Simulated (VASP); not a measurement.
Data:

```
CELL_PARAMETERS angstrom
      3.85242     0.00000     0.00000
      0.00000     3.85242     0.00000
      0.00000     0.00000    25.86374
ATOMIC_POSITIONS crystal
  Mg 0.00000 0.50000 0.34878
  Mg 0.50000 0.00000 0.44259
  Mg 0.00000 0.50000 0.55741
  Mg 0.50000 0.00000 0.65122
  Se 0.00000 0.50000 0.44983
  Se 0.50000 0.00000 0.33761
  Se 0.00000 0.50000 0.66239
  Se 0.50000 0.00000 0.55017
```

Calculation: PBEsol GGA, VASP's PBE PAW potentials (set 64) (plane waves; VASP 6.6.1). Settings: PREC = Normal, 400 eV cut-off, 5×5×1 Γ-centred mesh, Gaussian smearing of 0.050 eV, potentials Mg Se.

### Question
What does the run give for the energy per atom (σ→0)?

### Answer

```
Item                            Value
---------------------  --------------
energy per atom (σ→0)  -3.957 eV/atom
```

Total energies compare only between runs with the same potentials, cut-off and functional.

The cell is a thin slab with vacuum, built from MgSe (rock salt): (100) face.
